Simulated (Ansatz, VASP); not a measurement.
## TiPd3 in VASP and in Ansatz

```
CELL_PARAMETERS angstrom
3.78180 0.00000 0.00000
0.00000 3.78180 0.00000
0.00000 0.00000 3.82000
ATOMIC_POSITIONS crystal
Ti 0.00000 0.00000 0.00000
Pd 0.00000 0.50000 0.50000
Pd 0.50000 0.00000 0.50000
Pd 0.50000 0.50000 0.00000
```

Change from the starting cell: equal xx and yy strain of -1 %, PAW files.

Alike in both runs: task electric field gradients; functional LDA; k mesh 11 × 11 × 11; occupations fermi-dirac, width 0.05 eV; no spin polarisation.

|  | VASP | Ansatz |
| --- | --- | --- |
| version | VASP 6.6.1 | Ansatz 0.2.0 |
| potentials or method | VASP PAW LDA potentials, release 64 (Ti_sv, Pd) | PAW with Ansatz's default frozen-core files, scalar-relativistic |
| plane-wave cutoff (eV) | 520 | 420 |
| valence electrons in the cell | 42 | 66 |

```csv
,VASP,Ansatz,Ansatz less VASP
pressure (GPa),7.8,7.4,-0.43
largest component of the traceless stress (GPa),1.16,1.16,+0.002
Vzz of the field gradient on the site that differs most (V/Å²),-64.1,-84.1,-20.04
```

The two sets of potentials don't hold the same shells in valence. Ansatz warned: «gradients_without_spin_orbit».
